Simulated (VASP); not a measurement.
**WC (wc): computed properties**

The numbers are results of PBEsol GGA, VASP's PBE PAW potentials (set 64) (plane waves; VASP), not measurements.

For WC, the space group is P-6m2 (187), the cell is a = 2.902 Å, b = 2.902 Å, c = 2.829 Å, α = 90.00°, β = 90.00°, γ = 120.00° and the volume per atom comes out as 10.32 Å³/atom. The band gap (over mesh and band path) is none (metal, semimetal or under 0.01 eV). The density is 15.76 g/cm³.

```cif
data_CW
_chemical_formula_sum 'W1 C1'
_space_group_name_H-M_alt 'P 1'
_space_group_IT_number 1
_cell_length_a 2.90212
_cell_length_b 2.90212
_cell_length_c 2.82912
_cell_angle_alpha 90.000
_cell_angle_beta 90.000
_cell_angle_gamma 120.000
loop_
_space_group_symop_operation_xyz
  'x, y, z'
loop_
_atom_site_label
_atom_site_type_symbol
_atom_site_fract_x
_atom_site_fract_y
_atom_site_fract_z
_atom_site_occupancy
W1 W 0.00000 0.00000 0.00000 1
C1 C 0.33333 0.66667 0.50000 1
```

Measured: a 2.906 Å at 300 K (computed value off by -0.1 %), c 2.837 Å at 300 K (computed value off by -0.3 %), as given by Wikipedia, Lattice constant (list at 300 K). The calculation is for a static lattice, while the measured a, c hold thermal and zero-point effects, which are part of the difference. Unless said otherwise, spin-orbit coupling is left out, though it shifts the bands of the heavy elements here.

The compound is WC in the wc structure. It was relaxed first. Symmetry was kept, so distortions that lower it aren't found.
